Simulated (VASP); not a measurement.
These are MS2 meta-GGA, VASP's PBE PAW potentials (set 64) (plane waves; VASP) values and carry that method's errors.

VASP ran on this input.

INCAR:
```
# general
SYSTEM =Si
PREC   =Accurate
ENCUT  =520
LREAL  =.FALSE.
LASPH  =.TRUE.

# electronic loop
EDIFF  =1E-7
NELM   =100
ALGO   =Normal
LMIXTAU=.TRUE.

# smearing
ISMEAR =-5

# functional
METAGGA=MS2

# ions
ISIF   =2

# output
LWAVE  =.FALSE.
LCHARG =.FALSE.
LORBIT =11
NEDOS  =601
```

KPOINTS_OPT:
```
k-points along high-symmetry lines
10
Line-mode
Reciprocal
  0.000000   0.000000   0.000000 ! GAMMA
  0.500000   0.000000   0.500000 ! X

  0.500000   0.000000   0.500000 ! X
  0.625000   0.250000   0.625000 ! U

  0.375000   0.375000   0.750000 ! K
  0.000000   0.000000   0.000000 ! GAMMA

  0.000000   0.000000   0.000000 ! GAMMA
  0.500000   0.500000   0.500000 ! L

  0.500000   0.500000   0.500000 ! L
  0.500000   0.250000   0.750000 ! W

  0.500000   0.250000   0.750000 ! W
  0.500000   0.000000   0.500000 ! X
```

**POSCAR**
```
Si
1
    0.0000000000     2.7145483099     2.7145483099
    2.7145483099     0.0000000000     2.7145483099
    2.7145483099     2.7145483099    -0.0000000000
Si
2
Direct
  0.0000000000   0.0000000000   0.0000000000
  0.2500000000   0.2500000000   0.2500000000
```

File KPOINTS:
```
Automatic mesh
0
Gamma
9 9 9
0 0 0
```

POTCAR, in this order: Si (PBE.64 set). Program: vasp_std.

Output of the run:

OSZICAR:
```
       N       E                     dE             d eps       ncg     rms          rms(c)
DAV:   1    -0.110495182372E+02   -0.11050E+02   -0.31211E+03   560   0.719E+02
DAV:   2    -0.264888909881E+02   -0.15439E+02   -0.15106E+02   784   0.791E+01
DAV:   3    -0.266666443389E+02   -0.17775E+00   -0.17775E+00   688   0.102E+01
DAV:   4    -0.266670316636E+02   -0.38732E-03   -0.38732E-03   848   0.559E-01
DAV:   5    -0.266670319146E+02   -0.25099E-06   -0.25099E-06   704   0.991E-03    0.839E+00
DAV:   6    -0.192821849445E+02    0.73848E+01   -0.29764E+00   592   0.133E+01    0.450E+00
DAV:   7    -0.193260770895E+02   -0.43892E-01   -0.41202E-01   568   0.662E+00    0.219E+00
DAV:   8    -0.194834665319E+02   -0.15739E+00   -0.12833E-01   600   0.542E+00    0.242E-01
DAV:   9    -0.192774649864E+02    0.20600E+00   -0.15676E-01   576   0.580E+00    0.120E-01
DAV:  10    -0.194531163137E+02   -0.17565E+00   -0.66018E-02   576   0.356E+00    0.941E-02
DAV:  11    -0.194862297160E+02   -0.33113E-01   -0.14520E-02   640   0.190E+00    0.609E-02
DAV:  12    -0.194886931992E+02   -0.24635E-02   -0.63516E-03   600   0.129E+00    0.204E-02
DAV:  13    -0.194891320440E+02   -0.43884E-03   -0.13090E-03   608   0.508E-01    0.150E-02
DAV:  14    -0.194891089141E+02    0.23130E-04   -0.11559E-05   832   0.444E-02    0.131E-02
DAV:  15    -0.194891085192E+02    0.39493E-06   -0.24748E-05   600   0.726E-02    0.615E-03
DAV:  16    -0.194891021634E+02    0.63558E-05   -0.27187E-06   640   0.206E-02    0.378E-03
DAV:  17    -0.194891015425E+02    0.62088E-06   -0.27508E-06   608   0.268E-02    0.219E-03
DAV:  18    -0.194890993359E+02    0.22066E-05   -0.11539E-06   672   0.152E-02    0.110E-03
DAV:  19    -0.194890999410E+02   -0.60510E-06   -0.92570E-08   640   0.442E-03    0.660E-04
DAV:  20    -0.194890993640E+02    0.57703E-06   -0.11179E-07   664   0.434E-03    0.170E-04
DAV:  21    -0.194890993923E+02   -0.28335E-07   -0.85690E-09   408   0.127E-03
   1 F= -.19489099E+02 E0= -.19489099E+02  d E =0.000000E+00
       N       E                     dE             ncg
       N       E                     dE             ncg
```

File OUTCAR:
```
------------------------ aborting loop because EDIFF is reached ----------------------------------------
  FORCE on cell =-STRESS in cart. coord.  units (eV):
  Direction    XX          YY          ZZ          XY          YZ          ZX
  --------------------------------------------------------------------------------------
  Total       -0.0008679     -0.0008679     -0.0008679      0.0000000      0.0000000     -0.0000000
  in kB       -0.0347572     -0.0347572     -0.0347572      0.0000000      0.0000000     -0.0000000
  external PRESSURE =      -0.0347572 kB  Pullay stress =       0.0000000 kB
  volume of cell :       40.01
      direct lattice vectors                 reciprocal lattice vectors
     0.000000000  2.714548310  2.714548310    -0.184192706  0.184192706  0.184192706
     2.714548310  0.000000000  2.714548310     0.184192706 -0.184192706  0.184192706
     2.714548310  2.714548310  0.000000000     0.184192706  0.184192706 -0.184192706
 POSITION                                       TOTAL-FORCE (eV/Angst)
 -----------------------------------------------------------------------------------
      0.00000      0.00000      0.00000        -0.000000     -0.000000     -0.000000
      1.35727      1.35727      1.35727         0.000000      0.000000      0.000000
 -----------------------------------------------------------------------------------
    total drift:                               -0.000000     -0.000000     -0.000000
  FREE ENERGIE OF THE ION-ELECTRON SYSTEM (eV)
  ---------------------------------------------------
  free  energy   TOTEN  =       -19.4890993923 eV

  energy  without entropy=      -19.4890993923  energy(sigma->0) =      -19.48909939

 total charge

# of ion       s       p       d       tot
------------------------------------------
    1        0.743   0.967   0.000   1.710
    2        0.743   0.967   0.000   1.710
--------------------------------------------------
tot          1.486   1.934   0.000   3.420
```
(Selected blocks of OUTCAR.)

The compound is Si in the diamond structure. It was relaxed first.
